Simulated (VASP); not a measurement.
A run of VASP 6.6.1:

File INCAR:

```
  ALGO = Fast
  EDIFF = 1E-4
  EDIFFG = -0.08
  ENCUT = 520
  GGA = PE
  IBRION = 2
  ISIF = 3
  ISMEAR = 0
  LASPH = T
  LCHARG = F
  LREAL = F
  LWAVE = F
  NELM = 60
  NSW = 24
  PREC = Normal
  SIGMA = 0.15
```

The input KPOINTS:

```
k-points
0
Gamma
  5 5 5
```

File POSCAR:

```
Ti2SnTe2
1.0
   -2.1345368800      2.1345368800      6.5268363000
    2.1345368800     -2.1345368800      6.5268363000
    2.1345368800      2.1345368800     -6.5268363000
Ti Sn Te
2 1 2
Direct
    0.6424332300      0.6424332300      0.0000000000
    0.3575667700      0.3575667700      0.0000000000
    0.0000000000      0.0000000000      0.0000000000
    0.2500000000      0.7500000000      0.5000000000
    0.7500000000      0.2500000000      0.5000000000
```

Potentials or basis: VASP PAW PBE potentials, release 64 (Ti_sv, Sn_d, Te).

Launch:

```console
$ cat potpaw_PBE.64/Ti_sv/POTCAR potpaw_PBE.64/Sn_d/POTCAR potpaw_PBE.64/Te/POTCAR > POTCAR
$ mpirun -np 1 vasp_std > vasp.out
```

Hardware: 1 thread of Intel(R) Xeon(R) Platinum 8559C (Emerald Rapids) (shared host).

Q: How long does it take, and how much memory?

A: Run time: 31 min on 1 thread of Intel(R) Xeon(R) Platinum 8559C (Emerald Rapids), on a shared host, peak memory 0.32 GiB. Counts: scf iterations 529, k points 18, ion steps 21.
